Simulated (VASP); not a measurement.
A 63-atom supercell of Si (diamond) holds N on the Si site with a neighbouring Si vacancy in charge state +0. It is relaxed twice, with the total moment held at 1 and at 3 μB. All values below come from PBE GGA, VASP's PBE PAW potentials (set 64) (plane waves; VASP). Settings: PREC = Normal, LREAL = Auto, ISYM = 0, EDIFF = 1E-5, 400 eV cut-off, 1×1×1 Γ-centred mesh, Gaussian smearing of 0.050 eV, potentials Si N.

The supercell is sampled at Γ alone, which is coarse: total energies, pressure and levels can be off, energies of defects by several tenths of an eV.

### Question
Which spin state lies lower, and by how much?

### Answer
The state with 1 μB lies lower, by 0.34 eV.

The cell is a supercell with a defect, built from Si (diamond).
